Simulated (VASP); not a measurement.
Computed with LDA (Ceperley-Alder, Perdew-Zunger), VASP's LDA PAW potentials (set 64) (plane waves; VASP 6.6.1).

VASP ran on this input.

INCAR:
```
SYSTEM = NaCl
PREC = Accurate
ENCUT = 400
EDIFF = 1E-7
NELM = 100
ALGO = Normal
LREAL = .FALSE.
LASPH = .TRUE.
ISMEAR = 0
SIGMA = 0.01
LWAVE = .FALSE.
LCHARG = .FALSE.
LOPTICS = .TRUE.
NBANDS = 33
NEDOS = 1001
CSHIFT = 0.1
```

POSCAR:
```
NaCl
1
    0.0000000000     2.7288016783     2.7288016783
    2.7288016783     0.0000000000     2.7288016783
    2.7288016783     2.7288016783     0.0000000000
Na Cl
1 1
Direct
  0.0000000000   0.0000000000   0.0000000000
  0.5000000000   0.5000000000   0.5000000000
```

File KPOINTS:
```
Regular mesh
0
gamma
 11 11 11
```

POTCAR, in this order: Na_pv Cl (LDA.64 set). Program: vasp_std.

What VASP printed:

### OSZICAR
```
       N       E                     dE             d eps       ncg     rms          rms(c)
DAV:   1     0.109546443955E+03    0.10955E+03   -0.42631E+03  3762   0.359E+02
DAV:   2     0.131643787839E+00   -0.10941E+03   -0.99447E+02  3946   0.147E+02
DAV:   3    -0.749860156310E+01   -0.76302E+01   -0.75252E+01  4559   0.355E+01
DAV:   4    -0.757401723300E+01   -0.75416E-01   -0.75377E-01  4374   0.355E+00
DAV:   5    -0.757440893426E+01   -0.39170E-03   -0.39168E-03  4440   0.266E-01    0.206E+00
DAV:   6    -0.740904616284E+01    0.16536E+00   -0.97132E-02  4929   0.141E+00    0.145E+00
DAV:   7    -0.739012273515E+01    0.18923E-01   -0.32406E-02  5375   0.642E-01    0.103E+00
DAV:   8    -0.738866925720E+01    0.14535E-02   -0.56437E-03  4197   0.311E-01    0.473E-01
DAV:   9    -0.738828325651E+01    0.38600E-03   -0.43324E-04  4260   0.825E-02    0.131E-01
DAV:  10    -0.738828353152E+01   -0.27501E-06   -0.46158E-05  4722   0.276E-02    0.160E-02
DAV:  11    -0.738828307814E+01    0.45338E-06   -0.15572E-06  4240   0.660E-03    0.283E-03
DAV:  12    -0.738828309968E+01   -0.21539E-07   -0.51623E-08  4082   0.103E-03
   1 F= -.73882831E+01 E0= -.73882831E+01  d E =-.973752E-20
 imaginary and real dielectric function
```

### OUTCAR
```
------------------------ aborting loop because EDIFF is reached ----------------------------------------
  FORCE on cell =-STRESS in cart. coord.  units (eV):
  Direction    XX          YY          ZZ          XY          YZ          ZX
  --------------------------------------------------------------------------------------
  Total       -0.0152607     -0.0152607     -0.0152607     -0.0000000     -0.0000000      0.0000000
  in kB       -0.6016431     -0.6016431     -0.6016431     -0.0000000     -0.0000000      0.0000000
  external PRESSURE =      -0.6016431 kB  Pullay stress =       0.0000000 kB
  volume of cell :       40.64
      direct lattice vectors                 reciprocal lattice vectors
     0.000000000  2.728801678  2.728801678    -0.183230611  0.183230611  0.183230611
     2.728801678  0.000000000  2.728801678     0.183230611 -0.183230611  0.183230611
     2.728801678  2.728801678  0.000000000     0.183230611  0.183230611 -0.183230611
  FREE ENERGIE OF THE ION-ELECTRON SYSTEM (eV)
  ---------------------------------------------------
  free  energy   TOTEN  =        -7.3882830997 eV

  energy  without entropy=       -7.3882830997  energy(sigma->0) =       -7.38828310

 plasma frequency squared (from intraband transitions) (eV^2)
  --------------------------------------------------------------------------------------
       0.000       0.000       0.000
       0.000       0.000       0.000
       0.000      -0.000       0.000

 plasma frequency squared (from interband transitions, int dw w eps(2)(w)) (eV^2)
  --------------------------------------------------------------------------------------
     325.388       0.000       0.000       0.000       0.000       0.000
       0.000      -0.000     325.388       0.000       0.000       0.000
       0.000      -0.000       0.000      -0.000     325.388       0.000
```
(Selected blocks of OUTCAR.)

The compound is NaCl in the rock salt structure. It was relaxed first, which changed the volume by -9 %.
